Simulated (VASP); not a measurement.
Write the native input for VASP 6.6.1 that does the following.

```yaml
Task: band structure
Functional: PBEsol
Potentials_or_basis: VASP PAW PBE potentials, release 64 (Ge_d, Sn_d, O)
Cutoff: 520 eV
k_mesh: 11 × 7 × 7
Occupations: gaussian, width 0.02 eV
Spin: no spin polarisation
Further_INCAR_settings: ALGO = Normal; EDIFF = 1e-06; NBANDS = 35
```

The structure of SnGeO4 lies in POSCAR:

```
SnGeO4
1.0
    0.0000000000      0.0000000000      3.0730953300
    4.5651570100      0.0000000000      0.0000000000
    0.0000000000      4.5651570100      0.0000000000
Ge Sn O
1 1 4
Direct
    0.5000000000      0.5000000000      0.5000000000
    0.0000000000      0.0000000000      0.0000000000
    0.5000000000      0.1940277000      0.8059723000
    0.5000000000      0.8059723000      0.1940277000
    0.0000000000      0.3059723000      0.3059723000
    0.0000000000      0.6940277000      0.6940277000
```

The cell comes from a database or a generator and needn't be the stable form of this composition.

The input as run:

INCAR

```
SYSTEM = SnGeO4
PREC = Accurate ; ENCUT = 520
EDIFF = 1E-6 ; ISMEAR = 0
SIGMA = 0.02 ; LREAL = .False.
LASPH = .True. ; NELM = 80
ALGO = Normal ; ISIF = 2
LWAVE = .False. ; LCHARG = .False.
GGA = PS ; NBANDS = 35
KPAR = 2
```

KPOINTS

```
Automatic mesh
0
Gamma
  11 7 7
  0 0 0
```

KPOINTS_OPT

```
path GXMGZRAZ,XR,MA
10
line-mode
reciprocal
 0.0000000000  0.0000000000  0.0000000000  G
 0.0000000000  0.0000000000  0.5000000000  X

 0.0000000000  0.0000000000  0.5000000000  X
 0.0000000000  0.5000000000  0.5000000000  M

 0.0000000000  0.5000000000  0.5000000000  M
 0.0000000000  0.0000000000  0.0000000000  G

 0.0000000000  0.0000000000  0.0000000000  G
 0.5000000000  0.0000000000  0.0000000000  Z

 0.5000000000  0.0000000000  0.0000000000  Z
 0.5000000000  0.0000000000  0.5000000000  R

 0.5000000000  0.0000000000  0.5000000000  R
 0.5000000000  0.5000000000  0.5000000000  A

 0.5000000000  0.5000000000  0.5000000000  A
 0.5000000000  0.0000000000  0.0000000000  Z

 0.0000000000  0.0000000000  0.5000000000  X
 0.5000000000  0.0000000000  0.5000000000  R

 0.0000000000  0.5000000000  0.5000000000  M
 0.5000000000  0.5000000000  0.5000000000  A
```

Potentials or basis: VASP PAW PBE potentials, release 64 (Ge_d, Sn_d, O).

The run is started by

```console
$ cat potpaw_PBE.64/Ge_d/POTCAR potpaw_PBE.64/Sn_d/POTCAR potpaw_PBE.64/O/POTCAR > POTCAR
$ mpirun -np 2 vasp_std > vasp.out
```

It gave:

* Pressure: 6.2 GPa
* Largest force: 3.064 eV/Å
* Band gap on the k mesh: 1.00 eV, direct
* Band gap along the path: 1.00 eV, direct

Caveat: the PAW data sets were made with another functional, which shifts forces and pressure a little; spin-orbit coupling is left out, which moves the levels of the heavy elements.

It took 120 s on 2 MPI ranks on Intel(R) Xeon(R) Platinum 8375C CPU @ 2.90GHz (Ice Lake), with other jobs on the host, peak memory 0.4 GiB a rank.
